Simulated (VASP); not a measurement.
Energy against volume of CsBr (CsCl type). Computed with revTPSS meta-GGA, VASP's PBE PAW potentials (set 64) (plane waves; VASP). Run with 520 eV cut-off, 6×6×6 Γ-centred mesh, Gaussian smearing of 0.050 eV, potentials Cs_sv Br.

```json
[
 {"V (Å³/atom)": "38.305", "E (eV/atom)": "11.66788"},
 {"V (Å³/atom)": "39.527", "E (eV/atom)": "11.66261"},
 {"V (Å³/atom)": "40.750", "E (eV/atom)": "11.66093"},
 {"V (Å³/atom)": "41.972", "E (eV/atom)": "11.66221"}
]
```

Task: Fit these four points and predict the energy of the run at 43.195 Å³/atom.

Result: A cubic in V^(−2/3), the third-order Birch-Murnaghan form, passes through the four points with V0 = 40.79 Å³/atom and B0 = 13 GPa, and gives 11.6659 eV/atom there. The run gave 11.6659 eV/atom, -0.0 meV/atom from the fit; all five points give B0 = 13 GPa.

The compound is CsBr in the CsCl type structure. It was relaxed first.
